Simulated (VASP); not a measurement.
Consider the following.

```xyz
4
Lattice="1.2750 -2.2084 0.0000 1.2750 2.2084 0.0000 0.0000 0.0000 4.2200" Properties=species:S:1:pos:R:3 pbc="T T T"
B      1.2750    -0.7361     2.1100
B      1.2750     0.7361     0.0000
N      1.2750    -0.7361     3.6925
N      1.2750     0.7361     1.5825
```

The numbers are results of PBE GGA, VASP's PBE PAW potentials (set 64) (plane waves; VASP 6.6.1), not measurements. Run with 520 eV cut-off, 11×11×6 Γ-centred mesh, Gaussian smearing of 0.050 eV, potentials B N.

### Question
What does the run give for the energy per atom (σ→0), pressure?

### Answer

| Item | Result |
|---|---|
| energy per atom (σ→0) | -8.708 eV/atom |
| pressure | 1.99 GPa |

Total energies compare only between runs with the same potentials, cut-off and functional.

The compound is BN in the wurtzite structure, a metastable high-pressure form. The cell was not relaxed at this level.
